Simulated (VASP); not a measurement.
Input:

```yaml
crystal:
  lattice:
    - [0.00000, 2.60382, 2.60382]
    - [2.60382, 0.00000, 2.60382]
    - [2.60382, 2.60382, 0.00000]
  atoms:
    - { symbol: Li, position: [0.00000, 0.00000, 0.00000] }
    - { symbol: Cl, position: [0.50000, 0.50000, 0.50000] }
```

All values below come from PBE GGA, VASP's PBE PAW potentials (set 64) (plane waves; VASP 6.6.1). Numerical set-up: PREC = Normal, 500 eV cut-off, 4×4×4 Γ-centred mesh, Gaussian smearing of 0.010 eV, potentials Li_sv_GW Cl_GW.

### Question
Predict the energy per atom (σ→0), pressure, band gap (on the k-mesh) with the smallest direct gap where there is one.

### Answer

```
Quantity                                     Result
-----------------------------------  --------------
band gap (on the k-mesh)                    6.07 eV
smallest direct gap (on the k-mesh)         6.07 eV
energy per atom (σ→0)                -4.576 eV/atom
pressure                                  -1.60 GPa
```

Only differences to runs with the same potentials and settings are physical.

The compound is LiCl in the rock salt structure. This cell is one point of a volume scan, at 1.04 of the reference volume. The k-mesh is coarse (spacing up to 0.52 per Å, 2π included), so the numbers may not be converged in it.
